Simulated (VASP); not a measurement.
Here is the system:

```xyz
4
Lattice="2.9890 0.0000 0.0000 -1.4945 2.5885 0.0000 0.0000 0.0000 8.7129" Properties=species:S:1:pos:R:3 pbc="T T T"
Mo     0.0000     1.7257     0.3754
Mo     1.4945     0.8628     4.7318
As     0.0000     1.7257     2.8919
As     1.4945     0.8628     7.2484
```

All values below come from PBEsol GGA, VASP's PBE PAW potentials (set 64) (plane waves; VASP). Settings: 400 eV cut-off, 13×13×4 Γ-centred mesh, tetrahedra with Blöchl corrections, potentials Mo_sv As.

The cores are frozen, which limits the accuracy of field gradients.

Give the principal components of the electric field gradient (V/Å²) and the asymmetry η at each nucleus.

```csv
atom,Vxx,Vyy,Vzz,η
Mo1,26.9,26.9,-53.8,0.00
Mo2,26.9,26.9,-53.8,0.00
As3,88.4,88.4,-176.8,0.00
As4,88.4,88.4,-176.8,0.00
```

The structure was generated: MoAs was put into the wurtzite type (P6_3mc), which need not be its known phase. It was relaxed first, which changed the volume by -46 %.
